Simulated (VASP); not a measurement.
# WSe2: computed properties

Method: r2SCAN meta-GGA, VASP's PBE PAW potentials (set 64) (plane waves; VASP).

```
Property                                                                           Value
-----------  ---------------------------------------------------------------------------
space group                                                                  P-3m1 (164)
cell         a = 3.317 Å, b = 3.317 Å, c = 24.046 Å, α = 90.00°, β = 90.00°, γ = 120.00°
```

```
CELL_PARAMETERS angstrom
      3.31745     0.00000     0.00000
     -1.65872     2.87299     0.00000
      0.00000     0.00000    24.04593
ATOMIC_POSITIONS crystal
  W  0.66667 0.33333 0.14151
  W  0.33333 0.66667 0.85849
  Se 0.33333 0.66667 0.21066
  Se 0.66667 0.33333 0.78934
  Se 0.66667 0.33333 0.92767
  Se 0.33333 0.66667 0.07233
```

The cell holds vacuum, so volume and density refer to the whole cell.  The cell holds a wide vacuum, so values per volume refer to the whole cell.

The cell is a sheet with vacuum, built from a database entry that may be metastable or hypothetical.
